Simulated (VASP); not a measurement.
Here is the system:

```xyz
4
Lattice="3.5278 0.0000 0.0000 0.0000 3.5278 0.0000 0.0000 0.0000 3.5278" Properties=species:S:1:pos:R:3 pbc="T T T"
Si     0.0000     0.0000     0.0000
Ni     0.0000     1.7639     1.7639
Ni     1.7639     0.0000     1.7639
Ni     1.7639     1.7639     0.0000
```

These are PBE GGA, VASP's PBE PAW potentials (set 64) (plane waves; VASP 6.6.1) values and carry that method's errors. Run with 420 eV cut-off, 11×11×11 Γ-centred mesh, Gaussian smearing of 0.050 eV, potentials Si Ni.

### Question
The ions, cell shape and volume are relaxed. What does this cell relax into?

### Answer

```xyz
4
Lattice="3.5046 0.0000 0.0000 0.0000 3.5046 0.0000 0.0000 0.0000 3.5046" Properties=species:S:1:pos:R:3 pbc="T T T"
Si     0.0000     0.0000     0.0000
Ni     0.0000     1.7523     1.7523
Ni     1.7523     0.0000     1.7523
Ni     1.7523     1.7523     0.0000
```
Space group Pm-3m (221), at a tolerance of 0.03 Å.

### Question
How do energy and volume change from the first to the last step?

### Answer
The energy (σ→0) changes by -2.8 meV/atom and the volume by -2.0 %, in 3 ionic steps.

The structure comes from a computed database's SiNi3 entry; how it stands against other phases isn't given here. This run relaxes it. Symmetry was kept, so distortions that lower it aren't found. The run is one of a series of settings (EDIFF = 1E-09, EDIFFG = -0.005, ENCUT = 420, IBRION = 2, ISIF = 3, NSW = 50, KPOINTS 11×11×11 Γ-centred mesh against the base run), some of them coarse on purpose. The run is not spin-polarised, so no magnetic state was tried.
